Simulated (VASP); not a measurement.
# RuSe (Pm-3m) in VASP: further runs

Aim: see how the results for RuSe move with the level of theory and the settings. Levels: PBEsol+U, HSE(alpha, omega). Tasks: single point.

Program: VASP 6.6.1. These are calculated values, not measurements. Logs are shortened: lines on timing, memory, paths and dates and some standing lists are left out, and cuts for length are marked.

### 1 Starting point

Symmetry: Pm-3m, No. 221, cubic system. The conventional cell has a = 3.188 Å, b = 3.188 Å, c = 3.188 Å, α = 90.00°, β = 90.00°, γ = 90.00°. Ru (site symmetry m-3m) has 8 Se at 2.76 Å as nearest neighbours. Around Se (site symmetry m-3m) lie 8 Ru at 2.76 Å.

The cell comes from a database or a generator and needn't be the stable form of this composition.

### 2 Single point, PBEsol+U

INCAR reads:

```
SYSTEM = RuSe
PREC = Accurate
ENCUT = 520
EDIFF = 1E-6
ISMEAR = 0
SIGMA = 0.05
LREAL = .FALSE.
LASPH = .TRUE.
NELM = 80
ALGO = Fast
ISIF = 2
LWAVE = .FALSE.
LCHARG = .FALSE.
LMAXMIX = 4
LDAU = .TRUE.
LDAUTYPE = 2
LDAUL = 2 -1
LDAUU = 7 0
LDAUJ = 0 0
LDAUPRINT = 1
GGA = PS
```

KPOINTS reads:

```
regular mesh
0
G
  6 6 6
  0 0 0
```

POSCAR reads:

```
RuSe
1.0
    3.1876923100      0.0000000000      0.0000000000
    0.0000000000      3.1876923100      0.0000000000
    0.0000000000      0.0000000000      3.1876923100
Ru Se
1 1
Direct
    0.0000000000      0.0000000000      0.0000000000
    0.5000000000      0.5000000000      0.5000000000
```

Potentials or basis: VASP PAW PBE potentials, release 64 (Ru_pv, Se).

Started as:

```sh
$ cat potpaw_PBE.64/Ru_pv/POTCAR potpaw_PBE.64/Se/POTCAR > POTCAR
$ mpirun -np 1 vasp_std > vasp.out
```

OUTCAR:

```text
SYSTEM = RuSe
   PREC = Accurate
   ENCUT = 520
   EDIFF = 1E-6
   ISMEAR = 0
   LREAL = .FALSE.
   LASPH = .TRUE.
   NELM = 80
   ISIF = 2
   GGA = PS

 ion  position               nearest neighbor table
   1  0.000  0.000  0.000-   2 2.76   2 2.76   2 2.76   2 2.76   2 2.76   2 2.76   2 2.76   2 2.76

   2  0.500  0.500  0.500-   1 2.76   1 2.76   1 2.76   1 2.76   1 2.76   1 2.76   1 2.76   1 2.76

  LATTYP: Found a simple cubic cell.
 ALAT       =     3.1876923100

  Lattice vectors:

 A1 = (   3.1876923100,   0.0000000000,   0.0000000000)
 A2 = (   0.0000000000,   3.1876923100,   0.0000000000)
 A3 = (   0.0000000000,   0.0000000000,   3.1876923100)

Analysis of symmetry for initial positions (statically):
=====================================================================
 Subroutine PRICEL returns:
 Original cell was already a primitive cell.

 Routine SETGRP: Setting up the symmetry group for a
 simple cubic supercell.

 Subroutine GETGRP returns: Found 48 space group operations
 (whereof 48 operations were pure point group operations)
 out of a pool of 48 trial point group operations.

The static configuration has the point symmetry O_h .

Analysis of symmetry for dynamics (positions and initial velocities):
=====================================================================
 Subroutine PRICEL returns:
 Original cell was already a primitive cell.

 Routine SETGRP: Setting up the symmetry group for a
 simple cubic supercell.

 Subroutine GETGRP returns: Found 48 space group operations
 (whereof 48 operations were pure point group operations)
 out of a pool of 48 trial point group operations.

The dynamic configuration has the point symmetry O_h .

 Subroutine INISYM returns: Found 48 space group operations
 (whereof 48 operations are pure point group operations),
 and found     1 'primitive' translations

----------------------------------------------------------------------------------------

                                     Primitive cell

  volume of cell :      32.3914

  direct lattice vectors                    reciprocal lattice vectors
     3.187692310  0.000000000  0.000000000     0.313706563  0.000000000  0.000000000
     0.000000000  3.187692310  0.000000000     0.000000000  0.313706563  0.000000000
     0.000000000  0.000000000  3.187692310     0.000000000  0.000000000  0.313706563

  length of vectors
     3.187692310  3.187692310  3.187692310     0.313706563  0.313706563  0.313706563

  position of ions in fractional coordinates (direct lattice)
     0.000000000  0.000000000  0.000000000
     0.500000000  0.500000000  0.500000000

  ion indices of the primitive-cell ions
   primitive index   ion index
                 1           1
                 2           2

----------------------------------------------------------------------------------------

 KPOINTS: regular mesh

Automatic generation of k-mesh.
 Grid dimensions read from file:
 generate k-points for:    6    6    6

 Generating k-lattice:

  Cartesian coordinates                     Fractional coordinates (reciprocal lattice)
     0.052284427  0.000000000  0.000000000     0.166666667  0.000000000  0.000000000
     0.000000000  0.052284427  0.000000000     0.000000000  0.166666667  0.000000000
     0.000000000  0.000000000  0.052284427     0.000000000  0.000000000  0.166666667

  Length of vectors
     0.052284427  0.052284427  0.052284427

  Shift w.r.t. Gamma in fractional coordinates (k-lattice)
     0.000000000  0.000000000  0.000000000

 Subroutine IBZKPT returns following result:
 ===========================================

 Found     20 irreducible k-points:

[... 40 lines left out ...]
   EDIFF  = 0.1E-05   stopping-criterion for ELM
   LREAL  =      F    real-space projection
   EDIFFG = 0.1E-04   stopping-criterion for IOM
   NSW    =      0    number of steps for IOM
   IBRION =     -1    ionic relax: 0-MD 1-quasi-New 2-CG
   NFREE  =      0    steps in history (QN), initial steepest desc. (CG)
   ISIF   =      2    stress and relaxation
   ISYM   =      2    0-nonsym 1-usesym 2-fastsym
   POTIM  = 0.5000    time-step for ionic-motion
   TEBEG  =    0.0;   TEEND  =   0.0 temperature during run
   PSTRESS=    0.0 pullay stress
   NELECT =      20.0000    total number of electrons
   NUPDOWN=      -1.0000    fix difference up-down
   EMIN   =  10.00;   EMAX   =-10.00  energy-range for DOS
   EFERMI =   0.00;   METHOD = LEGACY
   ISMEAR =     0;   SIGMA  =   0.05  broadening in eV -4-tet -1-fermi 0-gaus
   EFERMI_NEDOS =   21; number of points for ismear=-14 and -15
   IALGO  =     68    algorithm
   IMIX   =      4    mixing-type and parameters
     AMIX     =   0.40;   BMIX     =  1.00
     AMIX_MAG =   1.60;   BMIX_MAG =  1.00
  volume/ion in A,a.u.               =      16.20       109.29
  Fermi-wavevector in a.u.,A,eV,Ry     =   1.394040  2.634353 26.440832  1.943346
  Thomas-Fermi vector in A             =   2.517627
   LORBIT       =      0    0 simple, 1 ext, 2 COOP (PROOUT), +10 PAW based schemes
 LDA+U is selected, type is set to LDAUTYPE =  2
   angular momentum for each species LDAUL =     2   -1
   U (eV)           for each species LDAUU =   7.0  0.0
   J (eV)           for each species LDAUJ =   0.0  0.0
   GGA     = PS    functional components
   LHFCALC =     F    Hartree Fock is set to
   AEXX    =    0.0000 exact exchange contribution
   IVDW    =     0    specifies the selected vdW correction
   LEPSILON=     F    determine dielectric tensor
   LRPA    =     F    only Hartree local field effects (RPA)
 non-spin polarized calculation
 RMM-DIIS sequential band-by-band and
 Gauss-broadening in eV      SIGMA  =   0.05
  energy-cutoff  :      520.00
  volume of cell :       32.39
 maximum number of plane-waves:       912
 NGX is ok and might be reduce to    24
   NGX = 11   NGY = 11   NGZ = 11

atom =   1  type =  1  l = 2

 onsite density matrix

spin component  1

  0.7209 -0.0000 -0.0000 -0.0000 -0.0000
 -0.0000  0.7209  0.0000  0.0000 -0.0000
 -0.0000  0.0000  0.4668 -0.0000  0.0000
 -0.0000  0.0000 -0.0000  0.7209  0.0000
 -0.0000 -0.0000  0.0000  0.0000  0.4668

spin component  2

  0.7209 -0.0000 -0.0000 -0.0000 -0.0000
 -0.0000  0.7209  0.0000  0.0000 -0.0000
 -0.0000  0.0000  0.4668 -0.0000  0.0000
 -0.0000  0.0000 -0.0000  0.7209  0.0000
 -0.0000 -0.0000  0.0000  0.0000  0.4668

 occupancies and eigenvectors

  o =  0.4668  v =  0.0000 -0.0000  0.0000 -0.0000  1.0000  0.0000  0.0000  0.0000  0.0000  0.0000      0.0000  0.0000  0.0000  0.0000  0.0000  0.0000  0.0000  0.0000  0.0000  0.0000
  o =  0.4668  v =  0.0000  0.0000  0.0000  0.0000  0.0000  0.0000 -0.0000  0.0000 -0.0000  1.0000      0.0000  0.0000  0.0000  0.0000  0.0000  0.0000  0.0000  0.0000  0.0000  0.0000
  o =  0.4668  v =  0.0000  0.0000  0.0000  0.0000  0.0000  0.0000  0.0000 -1.0000 -0.0000  0.0000      0.0000  0.0000  0.0000  0.0000  0.0000  0.0000  0.0000  0.0000  0.0000  0.0000
  o =  0.4668  v =  0.0000  0.0000 -1.0000 -0.0000  0.0000  0.0000  0.0000  0.0000  0.0000  0.0000      0.0000  0.0000  0.0000  0.0000  0.0000  0.0000  0.0000  0.0000  0.0000  0.0000
  o =  0.7209  v =  0.0000  0.0351  0.0000  0.9994  0.0000  0.0000  0.0000  0.0000  0.0000  0.0000      0.0000  0.0000  0.0000  0.0000  0.0000  0.0000  0.0000  0.0000  0.0000  0.0000
  o =  0.7209  v =  0.0000  0.0000  0.0000  0.0000  0.0000  0.0000  0.0351  0.0000  0.9994  0.0000      0.0000  0.0000  0.0000  0.0000  0.0000  0.0000  0.0000  0.0000  0.0000  0.0000
  o =  0.7209  v =  0.0000 -0.9994 -0.0000  0.0351 -0.0000  0.0000  0.0000  0.0000  0.0000  0.0000      0.0000  0.0000  0.0000  0.0000  0.0000  0.0000  0.0000  0.0000  0.0000  0.0000
  o =  0.7209  v =  0.0000  0.0000  0.0000  0.0000  0.0000  0.0000 -0.9994 -0.0000  0.0351 -0.0000      0.0000  0.0000  0.0000  0.0000  0.0000  0.0000  0.0000  0.0000  0.0000  0.0000
  o =  0.7209  v =  1.0000  0.0000  0.0000  0.0000  0.0000  0.0000  0.0000  0.0000  0.0000  0.0000      0.0000  0.0000  0.0000  0.0000  0.0000  0.0000  0.0000  0.0000  0.0000  0.0000
  o =  0.7209  v =  0.0000  0.0000  0.0000  0.0000  0.0000  1.0000  0.0000  0.0000  0.0000  0.0000      0.0000  0.0000  0.0000  0.0000  0.0000  0.0000  0.0000  0.0000  0.0000  0.0000

 number of electron      19.9999996 magnetization

 Free energy of the ion-electron system (eV)
  ---------------------------------------------------
  ext. energy  EPLUGINS =         0.00000000
  ---------------------------------------------------
  free energy    TOTEN  =        -5.29859582 eV

  energy without entropy =       -5.29588691  energy(sigma->0) =       -5.29724137

 E-fermi :   9.2407     XC(G=0): -12.4502

 val. band max:        9.2042953436   @ k =   0.1667   0.0000   0.0000
 cond. band min:       9.2453019437   @ k =   0.5000   0.5000   0.3333
 fundamental gap:      0.0410066002
 Fermi energy:         9.2406673140

 k-point     1 :       0.0000    0.0000    0.0000
  band No.  band energies     occupation
      1     -32.7096      2.00000
      2     -32.7096      2.00000
      3     -32.7096      2.00000
      4      -6.7694      2.00000
      5       6.1110      2.00000
      6       6.1110      2.00000
      7       7.5136      2.00000
      8       7.5136      2.00000
      9       7.5136      2.00000
     10       7.6839      2.00000
     11       7.6839      2.00000
     12       7.6839      2.00000
     13      11.8217      0.00000
     14      18.0833      0.00000
[... 309 lines left out ...]
      1     -32.7895      2.00000
      2     -32.7895      2.00000
      3     -32.7895      2.00000
      4      -3.1763      2.00000
      5       1.9871      2.00000
      6       1.9871      2.00000
      7       1.9871      2.00000
      8      10.2114      0.00000
      9      10.2115      0.00000
     10      11.2616      0.00000
     11      11.2616      0.00000
     12      11.9982      0.00000
     13      11.9982      0.00000
     14      11.9982      0.00000

------------------------ aborting loop because EDIFF is reached ----------------------------------------

  FORCE on cell =-STRESS in cart. coord.  units (eV):
  Direction    XX          YY          ZZ          XY          YZ          ZX
  --------------------------------------------------------------------------------------
  -------------------------------------------------------------------------------------
  Total       -3.2186833     -3.2186833     -3.2186833      0.0000000      0.0000000     -0.0000000
  in kB     -159.2060762   -159.2060762   -159.2060762      0.0000000      0.0000000     -0.0000000
  external PRESSURE =    -159.2060762 kB  Pullay stress =       0.0000000 kB

 VOLUME and BASIS-vectors are now :
 -----------------------------------------------------------------------------
  energy-cutoff  :      520.00
  volume of cell :       32.39
      direct lattice vectors                 reciprocal lattice vectors
     3.187692310  0.000000000  0.000000000     0.313706563  0.000000000  0.000000000
     0.000000000  3.187692310  0.000000000     0.000000000  0.313706563  0.000000000
     0.000000000  0.000000000  3.187692310     0.000000000  0.000000000  0.313706563

 POSITION                                       TOTAL-FORCE (eV/Angst)
 -----------------------------------------------------------------------------------
      0.00000      0.00000      0.00000         0.000000      0.000000      0.000000
      1.59385      1.59385      1.59385         0.000000      0.000000      0.000000
 -----------------------------------------------------------------------------------
    total drift:                                0.000000      0.000000      0.000000

  FREE ENERGIE OF THE ION-ELECTRON SYSTEM (eV)
  ---------------------------------------------------
  free  energy   TOTEN  =        -5.2985958211 eV

  energy  without entropy=       -5.2958869124  energy(sigma->0) =       -5.29724137
```

It took 74 s on 1 thread of AMD EPYC 7R43 (Zen 3), shared host; peak memory 0.11 GiB.

Results:

| Property | Result |
| --- | --- |
| Free energy | -5.2986 eV |
| Pressure | -15.9 GPa |
| Band gap on the k mesh | none (metal or under the smearing width) |

Levels at points of the mesh, in eV from the Fermi level:
| k point | band 7 | band 8 | band 9 | band 10 | band 11 | band 12 | band 13 | band 14 |
| --- | --- | --- | --- | --- | --- | --- | --- | --- |
| (0.00, 0.00, 0.00) | -1.73 | -1.73 | -1.73 | -1.56 | -1.56 | -1.56 | 2.58 | 8.84 |
| (0.50, 0.00, 0.00) | -4.19 | -2.46 | -1.57 | 0.81 | 2.46 | 2.46 | 5.54 | 6.21 |
| (0.50, 0.50, 0.00) | -2.93 | -2.67 | -2.67 | -1.67 | 0.04 | 0.90 | 3.53 | 10.44 |
| (0.50, 0.50, 0.50) | -7.25 | 0.97 | 0.97 | 2.02 | 2.02 | 2.76 | 2.76 | 2.76 |

Eigenvalues of the final occupation matrices:
```csv
site,spin,trace,eigenvalues
site 1 d,1,3.10,0.47 0.47 0.72 0.72 0.72
site 1 d,2,3.10,0.47 0.47 0.72 0.72 0.72
```

Caveat: the PAW data sets were made with another functional, which shifts forces and pressure a little; U without spin polarisation on a metal has little footing.

### 3 Single point, HSE(alpha, omega)

POSCAR is that of step 2.

INCAR.step1 reads:

```
SYSTEM = RuSe
  PREC = Accurate
  ENCUT = 520
  EDIFF = 1E-5
  ISMEAR = -1
  SIGMA = 0.05
  LREAL = .FALSE.
  LASPH = .TRUE.
  NELM = 60
  ALGO = Normal
  ISIF = 2
  LWAVE = .TRUE.
  NBANDS = 17
  GGA = PE
```

INCAR.step2 reads:

```
SYSTEM = RuSe
  PREC = Accurate
  ENCUT = 520
  EDIFF = 1E-7
  ISMEAR = -1
  SIGMA = 0.05
  LREAL = .FALSE.
  LASPH = .TRUE.
  NELM = 60
  ALGO = Normal
  ISIF = 2
  LWAVE = .FALSE.
  LCHARG = .FALSE.
  GGA = PE
  LHFCALC = .TRUE.
  HFSCREEN = 0.1
  AEXX = 0.25
  PRECFOCK = Fast
  NBANDS = 17
  ISTART = 1
```

KPOINTS reads:

```
Automatic mesh
0
G
  4 4 4
  0 0 0
```

Potentials or basis: VASP PAW PBE potentials, release 64 (Ru_pv, Se).

Started as:

```sh
$ cat potpaw_PBE.64/Ru_pv/POTCAR potpaw_PBE.64/Se/POTCAR > POTCAR
$ cp INCAR.step1 INCAR
$ mpirun -np 1 vasp_std > vasp.out
$ cp INCAR.step2 INCAR
$ mpirun -np 1 vasp_std > vasp.out
```

Wall time 1.9 min (1 thread of Intel Xeon 6975P-C (Granite Rapids), shared host); peak memory 0.24 GiB.

The run converged. Its results:

| Property | Result |
| --- | --- |
| Free energy | -15.3229 eV |
| Pressure | -18.6 GPa |
| Band gap on the k mesh | none (metal or under the smearing width) |

Levels at points of the mesh, in eV from the Fermi level:
| k point | band 7 | band 8 | band 9 | band 10 | band 11 | band 12 | band 13 | band 14 |
| --- | --- | --- | --- | --- | --- | --- | --- | --- |
| (0.00, 0.00, 0.00) | -2.14 | -2.14 | -2.14 | -1.66 | -1.66 | -1.66 | 3.18 | 9.51 |
| (0.50, 0.00, 0.00) | -4.81 | -4.01 | -1.55 | 0.35 | 3.28 | 3.28 | 6.13 | 6.81 |
| (0.50, 0.50, 0.00) | -4.28 | -2.83 | -2.83 | -1.45 | -0.25 | 0.48 | 3.84 | 11.33 |
| (0.50, 0.50, 0.50) | -8.33 | 0.49 | 0.49 | 2.86 | 2.86 | 2.86 | 2.89 | 2.89 |

Caveat: the k mesh is coarse (spacing up to 0.49 Å⁻¹), so the values aren't converged, least of all with exact exchange; the PAW data sets were made with another functional, which shifts forces and pressure a little.

### 4 Single point, HSE(alpha, omega)

POSCAR is that of step 3.

INCAR.step1 is that of step 3.

INCAR.step2, as its differences from that of step 3:

```diff
@@ -15,3 +15,3 @@
   LHFCALC = .TRUE.
-  HFSCREEN = 0.1
+  HFSCREEN = 0.15
   AEXX = 0.25
```

KPOINTS is that of step 3.

Started as:

```sh
$ cat potpaw_PBE.64/Ru_pv/POTCAR potpaw_PBE.64/Se/POTCAR > POTCAR
$ cp INCAR.step1 INCAR
$ mpirun -np 1 vasp_std > vasp.out
$ cp INCAR.step2 INCAR
$ mpirun -np 1 vasp_std > vasp.out
```

It took 2 min on 1 thread of Intel Xeon 6975P-C (Granite Rapids), shared host; peak memory 0.24 GiB.

The run converged. Its results:

```
Free energy            : -14.9226 eV
Pressure               : -18.2 GPa
Band gap on the k mesh : none (metal or under the smearing width)
```

Levels at points of the mesh, in eV from the Fermi level:
```csv
k point,band 7,band 8,band 9,band 10,band 11,band 12,band 13,band 14
"(0.00, 0.00, 0.00)",-2.01,-2.01,-2.01,-1.51,-1.51,-1.51,3.14,9.47
"(0.50, 0.00, 0.00)",-4.65,-3.85,-1.39,0.32,3.23,3.23,6.10,6.77
"(0.50, 0.50, 0.00)",-4.12,-2.67,-2.67,-1.31,-0.10,0.45,3.80,11.29
"(0.50, 0.50, 0.50)",-8.17,0.47,0.47,2.83,2.83,2.83,2.86,2.86
```

Caveat: the k mesh is coarse (spacing up to 0.49 Å⁻¹), so the values aren't converged, least of all with exact exchange; the PAW data sets were made with another functional, which shifts forces and pressure a little.

[end of part 1 of 2]
